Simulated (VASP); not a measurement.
Output of a VASP run:

### OUTCAR
```
 ion  position               nearest neighbor table
   1  0.750  0.250  0.500-   2 2.26   2 2.26   2 2.26   2 2.26   2 2.79   2 2.79   2 2.79   2 2.79
  LATTYP: Found a body centered tetragonal cell.
 ALAT       =     4.3650615008
 C/A-ratio  =     0.5302945870
 Subroutine PRICEL returns:
 Original cell was already a primitive cell.
 Subroutine GETGRP returns: Found 16 space group operations
The static configuration has the point symmetry D_2d.
 The point group associated with its full space group is D_4h.
The dynamic configuration has the point symmetry D_2d.
 Subroutine INISYM returns: Found 16 space group operations
 Subroutine IBZKPT returns following result:
 Found    641 irreducible k-points:

 Following reciprocal coordinates:
            Coordinates               Weight
  0.000000  0.000000  0.000000      1.000000
  0.050000  0.000000 -0.000000      8.000000
  0.100000 -0.000000  0.000000      8.000000
  0.150000  0.000000 -0.000000      8.000000
  0.200000 -0.000000  0.000000      8.000000
  0.250000  0.000000  0.000000      8.000000
  0.300000  0.000000 -0.000000      8.000000
  0.350000  0.000000 -0.000000      8.000000
  0.400000 -0.000000  0.000000      8.000000
  0.450000 -0.000000  0.000000      8.000000
  0.500000  0.000000  0.000000      4.000000
  0.050000  0.050000  0.000000      8.000000
  0.100000  0.050000  0.000000     16.000000
  0.150000  0.050000  0.000000     16.000000
  0.200000  0.050000  0.000000     16.000000
  0.250000  0.050000  0.000000     16.000000
  0.300000  0.050000  0.000000     16.000000
  0.350000  0.050000  0.000000     16.000000
  0.400000  0.050000  0.000000     16.000000
  0.450000  0.050000  0.000000     16.000000
  0.500000  0.050000  0.000000     16.000000
 -0.450000  0.050000 -0.000000     16.000000
 -0.400000  0.050000 -0.000000     16.000000
 -0.350000  0.050000  0.000000     16.000000
 -0.300000  0.050000  0.000000     16.000000
 -0.250000  0.050000 -0.000000     16.000000
 -0.200000  0.050000 -0.000000     16.000000
 -0.150000  0.050000  0.000000     16.000000
 -0.100000  0.050000 -0.000000     16.000000
 -0.050000  0.050000  0.000000      4.000000
  0.100000  0.100000  0.000000      8.000000
  0.150000  0.100000  0.000000     16.000000
  0.200000  0.100000  0.000000     16.000000
  0.250000  0.100000  0.000000     16.000000
  0.300000  0.100000  0.000000     16.000000
  0.350000  0.100000  0.000000     16.000000
  0.400000  0.100000  0.000000     16.000000
  0.450000  0.100000  0.000000     16.000000
  0.500000  0.100000  0.000000     16.000000
 -0.450000  0.100000  0.000000     16.000000
   k-points           NKPTS =    641   k-points in BZ     NKDIM =    641   number of bands    NBANDS=     17
   number of dos      NEDOS =    601   number of ions     NIONS =      2
   total plane-waves  NPLWV =  13824
   dimension x,y,z NGX =    24 NGY =   24 NGZ =   24
   dimension x,y,z NGXF=    48 NGYF=   48 NGZF=   48
   ions per type =               2
   PREC   = accura    normal or accurate (medium, high low for compatibility)
   ISTART =      0    job   : 0-new  1-cont  2-samecut
   ICHARG =      2    charge: 1-file 2-atom 10-const
   ISPIN  =      1    spin polarized calculation?
   LNONCOLLINEAR =      F non collinear calculations
   LSORBIT =      F    spin-orbit coupling
   INIWAV =      1    electr: 0-lowe 1-rand  2-diag
   ENCUT  =  400.0 eV  29.40 Ry    5.42 a.u.   5.38  5.38  5.38*2*pi/ulx,y,z
   NELM   =    100;   NELMIN=  2; NELMDL= -5     # of ELM steps
   EDIFF  = 0.1E-06   stopping-criterion for ELM
   LREAL  =      F    real-space projection
   NLSPLINE    = F    spline interpolate recip. space projectors
   LMAXMIX     =    4 max onsite mixed and CHGCAR
   VOSKOWN=      0    Vosko Wilk Nusair interpolation
   EDIFFG = 0.1E-05   stopping-criterion for IOM
   NSW    =      0    number of steps for IOM
   NBLOCK =      1;   KBLOCK =      1    inner block; outer block
...
```

### OSZICAR
```
       N       E                     dE             d eps       ncg     rms          rms(c)
DAV:   1     0.207334262880E+03    0.20733E+03   -0.14062E+04 22930   0.179E+03
DAV:   2    -0.120693618079E+02   -0.21940E+03   -0.21684E+03 21996   0.463E+02
DAV:   3    -0.207387955956E+02   -0.86694E+01   -0.84744E+01 24602   0.106E+02
DAV:   4    -0.209071758005E+02   -0.16838E+00   -0.16777E+00 24189   0.140E+01
DAV:   5    -0.209100014606E+02   -0.28257E-02   -0.28276E-02 24025   0.193E+00    0.183E+01
DAV:   6    -0.181834277660E+02    0.27266E+01   -0.20788E+01 22847   0.542E+01    0.211E+00
DAV:   7    -0.181190754931E+02    0.64352E-01   -0.45860E-01 22567   0.889E+00    0.119E+00
DAV:   8    -0.181014968053E+02    0.17579E-01   -0.11266E-02 24095   0.137E+00    0.196E-01
DAV:   9    -0.181013128109E+02    0.18399E-03   -0.19467E-03 23535   0.432E-01    0.467E-02
DAV:  10    -0.181013195437E+02   -0.67328E-05   -0.20383E-04 22572   0.174E-01    0.217E-02
DAV:  11    -0.181013080076E+02    0.11536E-04   -0.43396E-05 22721   0.813E-02    0.110E-03
DAV:  12    -0.181013078485E+02    0.15913E-06   -0.50331E-07 22249   0.937E-03    0.472E-04
DAV:  13    -0.181013078293E+02    0.19179E-07   -0.12780E-08 11111   0.125E-03
   1 F= -.18101308E+02 E0= -.18101308E+02  d E =0.000000E+00
```

OUTCAR:
```
------------------------ aborting loop because EDIFF is reached ----------------------------------------
  FORCE on cell =-STRESS in cart. coord.  units (eV):
  Direction    XX          YY          ZZ          XY          YZ          ZX
  --------------------------------------------------------------------------------------
  Total       -0.0554678     -0.0554678      0.0809963      0.0000000      0.0000000      0.0000000
  in kB       -4.0298868     -4.0298868      5.8846084      0.0000000      0.0000000      0.0000000
  external PRESSURE =      -0.7250551 kB  Pullay stress =       0.0000000 kB
  volume of cell :       22.05
      direct lattice vectors                 reciprocal lattice vectors
    -2.182530750  2.182530750  1.157384243     0.000000000  0.229091847  0.432008646
     2.182530750 -2.182530750  1.157384243     0.229091847  0.000000000  0.432008646
     2.182530750  2.182530750 -1.157384243     0.229091847  0.229091847  0.000000000
 POSITION                                       TOTAL-FORCE (eV/Angst)
 -----------------------------------------------------------------------------------
     -0.00000      2.18253      0.57869        -0.000000      0.000000      0.000000
      0.00000      0.00000      0.00000         0.000000     -0.000000     -0.000000
 -----------------------------------------------------------------------------------
    total drift:                                0.000000      0.000000     -0.000000
  FREE ENERGIE OF THE ION-ELECTRON SYSTEM (eV)
  ---------------------------------------------------
  free  energy   TOTEN  =       -18.1013078293 eV

  energy  without entropy=      -18.1013078293  energy(sigma->0) =      -18.10130783

 total charge

# of ion       s       p       d       tot
------------------------------------------
    1        0.437   6.376   5.266  12.078
    2        0.437   6.376   5.266  12.078
--------------------------------------------------
tot          0.874  12.751  10.532  24.157
```
(Selected blocks of OUTCAR.)

File POSCAR:
```
Mn
1
   -2.1825307504     2.1825307504     1.1573842429
    2.1825307504    -2.1825307504     1.1573842429
    2.1825307504     2.1825307504    -1.1573842429
Mn
2
Direct
  0.7500000000   0.2500000000   0.5000000000
  0.0000000000   0.0000000000   0.0000000000
```

Write an INCAR and KPOINTS that could have produced this output.

Several could match; the one computed here: the input of the run itself, PBEsol GGA, plane waves, VASP's PBE PAW potentials (set 64).

INCAR:
```
LCHARG = .TRUE.
LWAVE = .FALSE.
NEDOS = 601
EDIFF = 1E-7   # SCF stop (eV)
SYSTEM = Mn
LORBIT = 11   # lm-projected
PREC = Accurate
GGA = PS   # PBEsol
ISMEAR = -5   # tetrahedra, Bloechl
LMAXMIX = 4   # l cut-off of mixed one-centre charges
ALGO = Normal   # blocked Davidson
LASPH = .TRUE.   # aspherical one-centre terms
ENCUT = 400   # plane-wave cut-off (eV)
LREAL = .FALSE.   # projection in real space or not
NELM = 100   # most electronic steps
ISIF = 2
```

**KPOINTS**
```
Regular mesh
0
Gamma
 20 20 20
```

POTCAR, in this order: Mn_pv (PBE.64 set). Program: vasp_std.

For a metal the tetrahedron method with Blöchl corrections gives inexact stress and forces.

The structure was generated: Mn was put into the beta-Sn type (I4_1/amd), which need not be its known phase. It was relaxed first, which changed the volume by -9 %. The run is not spin-polarised, so no magnetic state was tried.
